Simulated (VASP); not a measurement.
Runs of VASP 6.6.1 on C. Symmetry: P6_3/mmc, No. 194, hexagonal system. The conventional cell has a = 2.461 Å, b = 2.461 Å, c = 6.171 Å, α = 90.00°, β = 90.00°, γ = 120.00°. C (site symmetry -6m2) has 3 C at 1.42 Å as nearest neighbours. C (site symmetry -6m2) is surrounded by 3 C at 1.42 Å. The cell was built by a generator and needn't be a form met in nature.

| level | further INCAR settings | gap on the mesh (eV) | pressure (GPa) |
| --- | --- | --- | --- |
| rev-vdW-DF2 | ALGO = Fast; EDIFF = 1e-06 | 0.27 | 2.9 |
| PBE+TS | ALGO = Fast; EDIFF = 1e-06 | 0.28 | 1.7 |
| r2SCAN | ALGO = Normal; EDIFF = 1e-06 | (c) | (a) |
| vdW-DF2 | ALGO = Fast; EDIFF = 1e-06 | 0.28 | 8.2 |
| PBE | ALGO = Fast; EDIFF = 1e-06 | 0.28 | 4.9 |
| SCAN+rVV10 | ALGO = Normal; EDIFF = 1e-06 | 0.30 | -1.7 |
| optB88-vdW | ALGO = Fast; EDIFF = 1e-06 | 0.27 | (b) |
| PBE+D2 | ALGO = Fast; EDIFF = 1e-06 | 0.28 | 1.5 |

Alike in all rows: task single point; potentials or basis VASP PAW PBE potentials, release 64 (C); no spin polarisation; cell as given; k mesh 16 × 16 × 4; cutoff (eV) 520; smearing fermi-dirac 0.05 eV.

Estimate the missing entries.

(a) 0.7; (b) 3.5; (c) 0.31.

Caveats: the PAW data sets were made with another functional, which shifts forces and pressure a little (some runs); this functional lacks dispersion, which binds the layers, so the pressure and a relaxed spacing across them are unreliable (some runs).

A k mesh can miss the band edges.

Not every run made on this cell is shown here.
